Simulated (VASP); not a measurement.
All values below come from r2SCAN meta-GGA, VASP's PBE PAW potentials (set 64) (plane waves; VASP 6.6.1).

Input for VASP

**KPOINTS**
```
Regular mesh
0
G
  12 12 1
0 0 0
```

INCAR:
```
ALGO=Normal
DIPOL=0.5 0.5 0.5
EDIFF=1E-5
EDIFFG=-0.03
ENCUT=400
IBRION=2
IDIPOL=3
ISIF=2
ISMEAR=1
ISPIN=2
LASPH=.TRUE.
LCHARG=.FALSE.
LDIPOL=.TRUE.
LMAXMIX=4
LMIXTAU=.TRUE.
LORBIT=10
LREAL=.FALSE.
LWAVE=.TRUE.
MAGMOM=5*2.5
METAGGA=R2SCAN
NELM=100
NELMIN=4
NSW=50
PREC=Normal
SIGMA=0.1
SYSTEM=Fe(110) slab
```

**POSCAR**
```
Fe(110) slab
1.0
  2.4749811636   0.0000000000   0.0000000000
 -0.8249940531   2.3334343467   0.0000000000
  0.0000000000   0.0000000000  25.0406284671
Fe
5
direct
  0.5000000000   0.5000000000   0.3385970000
  0.0000000000   0.0000000000   0.4192990000
  0.5000000000   0.5000000000   0.5000000000
  0.0000000000   0.0000000000   0.5807010000
  0.5000000000   0.5000000000   0.6614030000
```

POTCAR, in this order: Fe (PBE.64 set). Program: vasp_std.

Predict the energy per atom (σ→0), cell moment, band gap (on the k-mesh).

| Property | Result |
|---|---|
| energy per atom (σ→0) | -13.995 eV/atom |
| cell moment | 13.59 μB |
| band gap (on the k-mesh) | none (metal, semimetal or under 0.01 eV) |

### OSZICAR
```
...
DAV:  11    -0.699748961041E+02   -0.90370E-04   -0.39008E-05  4550   0.477E-02    0.135E-02
DAV:  12    -0.699749912155E+02   -0.95111E-04   -0.63131E-05  4766   0.553E-02    0.981E-03
DAV:  13    -0.699750710327E+02   -0.79817E-04   -0.13084E-05  3828   0.308E-02    0.757E-03
DAV:  14    -0.699752268651E+02   -0.15583E-03   -0.23321E-05  4008   0.379E-02    0.754E-03
DAV:  15    -0.699753901409E+02   -0.16328E-03   -0.19878E-05  3868   0.278E-02    0.590E-03
DAV:  16    -0.699754740619E+02   -0.83921E-04   -0.26328E-05  4482   0.426E-02    0.523E-03
DAV:  17    -0.699754832887E+02   -0.92267E-05   -0.18606E-05  4066   0.326E-02
  10 F= -.69975483E+02 E0= -.69974947E+02  d E =-.175144E-02  mag=    13.5915
```

The cell is a thin slab with vacuum, built from Fe (bcc): (110) face. VASP warned that the highest band is occupied, so more bands are needed.
